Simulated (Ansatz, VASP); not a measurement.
## SiF2 in VASP and in Ansatz

The input POSCAR:

```
SiF2
1.0
    3.2552720000      0.0000000000      0.0000000000
   -1.6276360000      2.8191490000      0.0000000000
    0.0000000000      0.0000000000      5.1034750000
Si F
1 2
Direct
    0.0000000000      0.0000000000      0.0000000000
    0.3333300000      0.6666700000      0.2650000000
    0.6666700000      0.3333300000      0.7350000000
```

Contents of INCAR.step1:

```
  ALGO = Normal
  EDIFF = 1E-4
  ENCUT = 520
  GGA = PE
  ISMEAR = 1
  LASPH = T
  LCHARG = F
  LREAL = F
  LWAVE = T
  NBANDS = 16
  NELM = 60
  PREC = Accurate
  SIGMA = 0.1383
```

INCAR.step2

```
  ALGO = Normal
  EDIFF = 1E-6
  ENCUT = 520
  ISIF = 2
  ISMEAR = 1
  ISTART = 1
  LASPH = T
  LCHARG = T
  LELF = T
  LMIXTAU = T
  LREAL = F
  LVHAR = T
  LWAVE = F
  METAGGA = R2SCAN
  NBANDS = 16
  NELM = 60
  PREC = Accurate
  SIGMA = 0.1383
```

Contents of KPOINTS:

```
k-points
0
Gamma
  6 6 4
```

Input for Ansatz:

```yaml
crystal:
  lattice:
    - [3.255272, 0.0, 0.0]
    - [-1.627636, 2.819149, 0.0]
    - [0.0, 0.0, 5.103475]
  atoms:
    - { symbol: Si, position: [0.0, 0.0, 0.0] }
    - { symbol: F, position: [0.33333, 0.66667, 0.265] }
    - { symbol: F, position: [0.66667, 0.33333, 0.735] }
  symmetry: { tolerance: 0.0003 }
kpoints:
  mp_grid: { grid: [6, 6, 4], shift: [0, 0, 0] }
magnetization:
  spin_polarized: false
scf:
  occupations: { method: cold, width: 0.1383 }
hamiltonian:
  pseudopotentials: { kind: paw }
  xc: r2scan
basis:
  ecutwfc: 500
output:
  forces: true
  stress: true
  eigenvalues: true
```

The cell was built by a generator and needn't be a form met in nature.

Alike in both runs: task single point; functional r2SCAN; k mesh 6 × 6 × 4; no spin polarisation.

|  | VASP | Ansatz |
| --- | --- | --- |
| version | VASP 6.6.1 | Ansatz 0.2.0 |
| potentials or method | VASP PAW PBE potentials, release 64 (Si, F) | PAW plane waves |
| plane-wave cutoff (eV) | 520 | 500 |
| occupations | methfessel-paxton of order 1, width 0.1383 eV | cold, width 0.1383 eV |
| valence electrons in the cell | 18 | 18 |

|  | VASP | Ansatz | Ansatz less VASP |
| --- | --- | --- | --- |
| gap on the k mesh at the Fermi level (eV) | 2.57 | 2.59 | +0.013 |
| pressure (GPa) | -6.3 | -6.1 | +0.27 |
| largest component of the traceless stress (GPa) | 6.31 | 6.26 | -0.052 |
| rms of the force components (eV/Å) | 0.629 | 0.629 | +0.0001 |

Atom by atom the forces differ by 0.000 eV/Å (rms over components). Ansatz warned: «structure_snapped_to_symmetry».

Caveats: the PAW data sets were made with another functional, which shifts forces and pressure a little (VASP). r2SCAN opens gaps a little over a GGA but as a rule still falls short of measured ones. A k mesh can miss the band edges.
